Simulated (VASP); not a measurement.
The input files of a VASP run:

File KPOINTS:
```
Automatic mesh
0
Gamma
6 6 6
0 0 0
```

**INCAR**
```
SYSTEM = CaF2
PREC = Accurate
ENCUT = 530
EDIFF = 1E-6
NELM = 100
ALGO = Normal
LREAL = .FALSE.
LASPH = .TRUE.
ISMEAR = 0
SIGMA = 0.05
GGA = PE
LWAVE = .FALSE.
LCHARG = .FALSE.
IBRION = 2
ISIF = 3
NSW = 60
EDIFFG = -0.02
```

POSCAR:
```
CaF2
1
    0.0000000000     2.7602351717     2.7602351717
    2.7602351717     0.0000000000     2.7602351717
    2.7602351717     2.7602351717    -0.0000000000
Ca F
1 2
Direct
  1.0000000000   1.0000000000   1.0000000000
  0.2500000000   0.2500000000   0.2500000000
  0.7500000000   0.7500000000   0.7500000000
```

POTCAR, in this order: Ca_sv F (PBE.64 set). Program: vasp_std.

Write an equivalent input for Quantum ESPRESSO's pw.x.

One equivalent input (not run):
```
&CONTROL
  calculation = 'vc-relax'
  pseudo_dir = './pseudo'
  outdir = './out'
  tprnfor = .true.
  tstress = .true.
  nstep = 60
  forc_conv_thr = 0.00078
/
&SYSTEM
  ibrav = 0
  nat = 3
  ntyp = 2
  ecutwfc = 84
  occupations = 'smearing'
  smearing = 'gaussian'
  degauss = 0.003675
  input_dft = 'pbe'
/
&ELECTRONS
  conv_thr = 7.3e-08
  electron_maxstep = 100
/
&IONS
/
&CELL
/
ATOMIC_SPECIES
  Ca 40.078 Ca.upf
  F 18.998 F.upf
CELL_PARAMETERS angstrom
     0.0000000    2.7602352    2.7602352
     2.7602352    0.0000000    2.7602352
     2.7602352    2.7602352   -0.0000000
ATOMIC_POSITIONS crystal
  Ca   1.0000000  1.0000000  1.0000000
  F    0.2500000  0.2500000  0.2500000
  F    0.7500000  0.7500000  0.7500000
K_POINTS automatic
  6 6 6 0 0 0
```
What does not carry over: the potentials are each code's own (VASP's PAW set, PseudoDojo norm-conserving files in pw.x), so ENCUT and ecutwfc are chosen apart and not converted; conv_thr bounds pw.x's estimated SCF error, while EDIFF bounds the energy change between steps; forc_conv_thr acts on force components and is met together with etot_conv_thr.

The compound is CaF2 in the fluorite structure. It was relaxed first. The start is the result of an earlier pass.
